Q: I need the equilibrium cell of boron arsenide, and I have a series of PBE calculations at seven volumes. One row has almost no pressure. May I take its volume and move on?

A: No. The pressures in this series are too low by about 6 GPa. For a crystal as stiff as this one, that makes the volume about 4 % too small and the cell edge more than 1 % too short. An error of that size is easily mistaken for a property of the material.

VASP 6.6.1, PBE with the recommended PAW potentials, for zinc-blende BAs in a two-atom cell at seven fixed volumes, without spin polarisation. Plane-wave cutoff 200 eV, 12 × 12 × 12 k-point mesh, Gaussian smearing of 0.02 eV. The shortest distance is B–As; pressure is positive in compression.

| volume (Å³/atom) | shortest distance (Å) | pressure (GPa) |
| --- | --- | --- |
| 12.210 | 1.994 | 16.960 |
| 12.612 | 2.016 | 10.430 |
| 13.015 | 2.037 | 4.810 |
| 13.417 | 2.058 | 0.010 |
| 13.820 | 2.078 | -4.110 |
| 14.222 | 2.098 | -7.650 |
| 14.625 | 2.118 | -10.640 |

Q: The pressure falls smoothly and passes through zero close to 13.417 Å³ per atom. What is wrong with that?

A: The curve looks healthy, and that is why the fault is easy to miss. Pressure is minus the slope of energy against volume, so the energy should be lowest where the pressure vanishes. The same runs also give total energies, and these disagree. From 13.417 to 13.820 Å³ per atom the energy still falls by 19 meV per two-atom cell, although the second of these rows is printed with a pressure of −4.11 GPa. A negative pressure means that the crystal wants to shrink, yet the energies say that it gains by growing.

Q: Can you turn that into a pressure, so that I can compare like with like?

A: Take that same interval. The cell holds two atoms, so its volume grows by 2 × 0.403 = 0.806 Å³. Dividing the fall of 0.0188 eV by this volume, and using 1 eV/Å³ ≈ 160 GPa, gives a pressure of +3.7 GPa. The mean of the two printed pressures is −2.05 GPa.

The other five intervals show the same thing. The energy slope always gives the higher pressure, by 5.7 to 6.7 GPa. Averaging two printed pressures on a curved line causes an error of less than 0.1 GPa, so the disagreement doesn't come from the arithmetic.

Q: Could it be the fault of the density functional?

A: PBE has its own errors, but they enter the energy and its slope alike. A functional can put the minimum at the wrong volume; it can't make the energy and the pressure of one calculation disagree about where that minimum is. Such a disagreement points to the numerical description, and here the likely culprit is the set of plane waves in which the electrons are expanded.

Q: Why would too few plane waves disturb the pressure more than the energy differences?

A: Because the two quantities treat the set of waves differently when the volume changes. The stress asks how the energy changes if the cell is stretched slightly while the number of waves stays fixed. The waves stretch with the cell, become longer and resolve less fine detail. If the set was too small to begin with, the energy rises for this reason alone. The calculation reads that rise as a resistance to expansion, an inward pull that no real crystal feels. It is known as Pulay stress.

Separate runs at one cutoff avoid most of this. The cutoff fixes the shortest wavelength allowed, so a larger cell simply receives more waves, and each row resolves detail equally well. Much of the missing energy belongs to the sharp parts of the orbitals near the atoms. It should therefore be similar in all rows and largely cancel when energies are subtracted.

Q: Can the 6 GPa tell me how poor the set of waves is?

A: Yes, with one short estimate. Let E be the energy of the cell, V its volume and N the number of plane waves. At a fixed cutoff N grows in proportion to V, so the energy slope contains an extra gain from the added waves, which the stress leaves out:

pressure from energies − printed pressure = |dE/d ln N| / V

The mean difference is 6.1 GPa and the cell volume is about 27 Å³. Their product, divided by 160 to convert the units, is 1.0 eV. N grows as the cutoff to the power 3/2, so a cutoff 1 % higher brings 1.5 % more waves and should lower the energy by about 15 meV per cell. In a converged calculation that figure would be close to zero.

Q: Is 15 meV a lot?

A: Compare it with what decides the volume. The step from 13.417 to 13.820 Å³ per atom is an expansion of 3 %, which makes every wave 1 % longer. The kinetic energy of a wave goes as the inverse square of its length, so the effective cutoff drops by 2 %. The spurious cost is then about 30 meV, whereas the energies show a gain of only 19 meV. The false cost wins, and the stress reports that the crystal resists an expansion which in fact lowers its energy. This restates the same disagreement in units of energy; it isn't a second proof.

Q: Why is the set so poor in this compound?

A: Boron is the demanding partner. Its 2p electrons have no inner p shell to keep them away from the nucleus, so their orbitals are compact and need short waves. VASP's potential files state a recommended cutoff for each element, under the name ENMAX. For boron it is expected to lie well above the 200 eV used here. Carbon, nitrogen and oxygen are demanding for the same reason, so the hardest element in a compound should set the cutoff.

Q: Then which volume should I use?

A: Of the two, the one from the energies. I assigned each energy slope to the middle of its interval and drew a straight line between the two slopes of opposite sign; it crosses zero at 14.0 Å³ per atom. The cubic edge there is 4.82 Å, compared with 4.75 Å at the zero of the printed pressure. A cell relaxed by following this stress would stop near the shorter edge and report success.

I wouldn't call 14.0 final. The cancellation between rows is good but not perfect, and the energy slopes scatter by a few tenths of a GPa, probably because plane waves enter the set in small jumps as the cell grows. The value also belongs to a lattice without zero-point or thermal motion, which matters once you compare it with a measured edge.

Q: Is the pressure column useless, then?

A: Its zero is unreliable, but its shape is largely sound. A nearly constant shift drops out when two pressures are subtracted. The pressure falls in every step, but by less each time, from 6.5 GPa in the first to 3.0 GPa in the last, because the crystal becomes softer as its bonds are stretched. That is ordinary behaviour, and the faulty zero doesn't create it.

Q: So I can at least take the bulk modulus from it?

A: Only if you read it at the right volume. The bulk modulus is the volume times the rate at which pressure falls with volume. At the false zero the printed pressures give about 149 GPa; at the volume of lowest energy they give about 124 GPa. Read at the false zero, the same curve makes the crystal look about 20 % stiffer than it does at the better volume.

A smaller correction remains. If the energy still missing responds to N equally in all rows, the pressure shift itself shrinks as 1/V, and this hides about 6 GPa of the bulk modulus. The scatter in the energy slopes is too large to confirm that, so I would quote roughly 130 GPa for this calculation and no finer.

Q: How do I judge the damage in another material?

A: Divide the pressure error by the bulk modulus. Between the two volumes compared here the bulk modulus averages roughly 140 GPa, and 6 GPa divided by that gives 4 %, which is the shift in volume that we found. The same false pressure in a crystal half as stiff would displace the volume about twice as far. The direction is also predictable: too few waves pull the cell inwards, so the volume found from the stress comes out too small.

Q: None of these runs gave a warning. What should I have checked?

A: The absence of warnings tells you that each run solved its equations within the waves it was given, not that those waves were enough. Vanishing forces don't help either, because the symmetry of this crystal makes them zero at every volume. The useful check costs two neighbouring runs: divide the energy difference by the volume difference, reverse the sign, and compare the result with the mean of the two printed pressures.

What this series lacks is a row repeated at a much higher cutoff, so the cause rests on the argument above and on the sign and steadiness of the disagreement. The repeat would be a sharp test. At 13.417 Å³ per atom the printed pressure should climb from nearly zero to about 6 GPa. If it stayed near zero, my explanation would be wrong.
